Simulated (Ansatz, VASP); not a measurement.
## NiMoIrPdW in VASP and in Ansatz

The input INCAR:

```
SYSTEM = NiMoIrPdW
PREC     = Accurate       ! precision mode
ENCUT    = 520            ! plane-wave cutoff, eV
EDIFF    = 1E-7           ! SCF threshold, eV
ISMEAR   = -1             ! smearing method
SIGMA    = 0.05           ! smearing width, eV
LREAL    = .False.        ! projectors in reciprocal space
LASPH    = .True.         ! aspherical terms in the spheres
NELM     = 150            ! most SCF steps
ALGO     = Normal         ! electronic algorithm
ISIF     = 2              ! what is computed and relaxed
LWAVE    = .False.        ! write WAVECAR
LCHARG   = .True.         ! write CHGCAR
ISPIN    = 2              ! spin polarisation
MAGMOM   = 1 1 0 0.6 0    ! initial moments
LORBIT   = 11             ! projections on sites
LMAXMIX  = 4              ! l up to which the mixer works
GGA      = PE             ! functional
LVHAR    = .True.       
KPAR     = 4
```

Contents of KPOINTS:

```
regular mesh
0
Gamma
  11 11 3
  0 0 0
```

Contents of POSCAR:

```
NiMoIrPdW
1.0
    2.3446000000     -1.4313800000      0.0090600000
    2.3446000000      1.4313800000      0.0090600000
   -2.2060000000      0.0000000000     10.9237400000
Ni Mo Pd Ir W
1 1 1 1 1
Direct
    0.4983800000      0.4983800000      0.2952500000
    0.3177300000      0.3177300000      0.9120700000
    0.2473300000      0.2473300000      0.4906100000
    0.7498200000      0.7498200000      0.1080200000
    0.6867300000      0.6867300000      0.6940600000
```

Contents of input.yaml:

```yaml
crystal:
  lattice:
    - [2.3446, -1.43138, 0.00906]
    - [2.3446, 1.43138, 0.00906]
    - [-2.206, 0.0, 10.92374]
  atoms:
    - { symbol: Ni, position: [0.49838, 0.49838, 0.29525], spin: 1.0 }
    - { symbol: Mo, position: [0.31773, 0.31773, 0.91207], spin: 1.0 }
    - { symbol: Pd, position: [0.24733, 0.24733, 0.49061] }
    - { symbol: Ir, position: [0.74982, 0.74982, 0.10802], spin: 0.6 }
    - { symbol: W, position: [0.68673, 0.68673, 0.69406] }
hamiltonian:
  xc: pbe
  pseudopotentials: { kind: paw }
magnetization:
  spin_polarized: true
kpoints:
  mp_grid: { grid: [11, 11, 3] }
scf:
  occupations: { method: fermi_dirac, width: 0.05 }
output:
  forces: true
  stress: true
  eigenvalues: true
  write_density: true
  write_potential: true
  elf: true
  volumetric_format: npy
```

The cell was built by a generator and needn't be a form met in nature.

Alike in both runs: functional PBE; k mesh 11 × 11 × 3; occupations fermi-dirac, width 0.05 eV; collinear spin, ferromagnetic start.

```csv
,VASP,Ansatz
version,VASP 6.6.1,Ansatz 0.2.0
potentials or method,"VASP PAW PBE potentials, release 64 (Ni, Mo_sv, Pd, Ir, W_sv)",Ansatz PAW
plane-wave cutoff (eV),520,420
valence electrons in the cell,57,81
task,electrostatic potential,single point
```

```csv
,VASP,Ansatz,Ansatz less VASP
gap on the k mesh at the Fermi level (eV),none,none,-
pressure (GPa),0.3,0.0,-0.32
largest component of the traceless stress (GPa),0.57,0.61,+0.038
rms of the force components (eV/Å),0.035,0.031,-0.0038
net moment per atom (μB),0.00,0.00,0.000
```

Atom by atom the forces differ by 0.008 eV/Å (rms over components). A gap of «none» marks a metal or a gap that the smearing closes. With one functional, cell and mesh, what is left measures potentials, basis and numerics. The two sets of potentials don't hold the same shells in valence.

Caveats: the starting moments weren't kept (Ansatz). Spin-orbit coupling is left out, which matters for the levels of Ir, W.
